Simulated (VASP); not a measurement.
Crystal: Pt.

```
Pt
1.0
     0.00000    1.96090    1.96090
     1.96090    0.00000    1.96090
     1.96090    1.96090    0.00000
Pt
1
Cartesian
  0.0000 0.0000 0.0000
```

- Program: VASP 6.6.1
- Task: relaxation of cell and atoms
- Functional: r2SCAN
- Potentials or basis: VASP PAW PBE potentials, release 64 (Pt)
- Cutoff: 600 eV
- k mesh: 16 × 16 × 16
- Occupations: methfessel-paxton, width 0.1 eV
- Spin: no spin polarisation

At the start: pressure 4.6 GPa; volume 15.08 Å³/atom.

Task: How do energy, volume and symmetry change on relaxing?

Result: Over 3 steps the energy falls by 3.4 meV/atom and the volume is 15.33 Å³/atom (+1.6 %); space group Fm-3m (No. 225, to 0.05 Å).

The path:
| step | energy change (eV) | largest force (eV/Å) | pressure (GPa) | volume (Å³) |
| --- | --- | --- | --- | --- |
| 1 | 0.0000 | 0.0000 | 4.58 | 15.08 |
| 2 | 0.0228 | 0.0000 | -11.06 | 16.04 |
| 3 | -0.0034 | 0.0000 | -0.05 | 15.33 |

Final structure:
```yaml
crystal:
  lattice:
    - [0.00000, 1.97150, 1.97150]
    - [1.97150, 0.00000, 1.97150]
    - [1.97150, 1.97150, 0.00000]
  atoms:
    - { symbol: Pt, position: [0.00000, 0.00000, 0.00000] }
```

Caveat: the PAW data sets were made with another functional, which shifts forces and pressure a little.
